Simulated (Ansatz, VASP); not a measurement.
# One calculation of YSe, two programs

```
Y Se
1.0
     0.00000    2.91283    2.91283
     2.91283    0.00000    2.91283
     2.91283    2.91283    0.00000
Y Se
1 1
Cartesian
  0.0000 0.0000 0.0000
  2.9128 2.9128 2.9128
```

Change from the starting cell: volume scaled by 1.04.

Alike in both runs: task single point; functional LDA; k mesh 7 × 7 × 7; occupations fermi-dirac, width 0.03 eV; no spin polarisation.

|  | VASP | Ansatz |
| --- | --- | --- |
| version | VASP 6.6.1 | Ansatz 0.2.0 |
| potentials or method | VASP PAW LDA potentials, release 64 (Y_sv, Se), cutoff 520 eV | all-electron LAPW, scalar-relativistic |

```csv
,VASP,Ansatz,Ansatz less VASP
pressure (GPa),-7.1,-7.2,-0.11
```

Ansatz ran all-electron here, so the differences hold the error of VASP's frozen core and of both bases.
